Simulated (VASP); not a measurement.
Input:

```xyz
2
Lattice="1.6255 -2.8155 0.0000 1.6255 2.8155 0.0000 0.0000 0.0000 5.2036" Properties=species:S:1:pos:R:3 pbc="T T T"
Zr     1.6255     0.9385     1.3009
Zr     1.6255    -0.9385     3.9027
```

Computed with revPBE GGA, VASP's PBE PAW potentials (set 64) (plane waves; VASP). Settings: 520 eV cut-off, Gaussian smearing of 0.050 eV, potentials Zr_sv.

### Question
Estimate the band gap (along the path) with the smallest direct gap where there is one.

### Answer

```yaml
band gap (along the path): none (metal, semimetal or under 0.01 eV)
```

The absolute energy has meaning only against runs of the same code, potentials and settings.

The compound is Zr in the hcp structure. It was relaxed first.
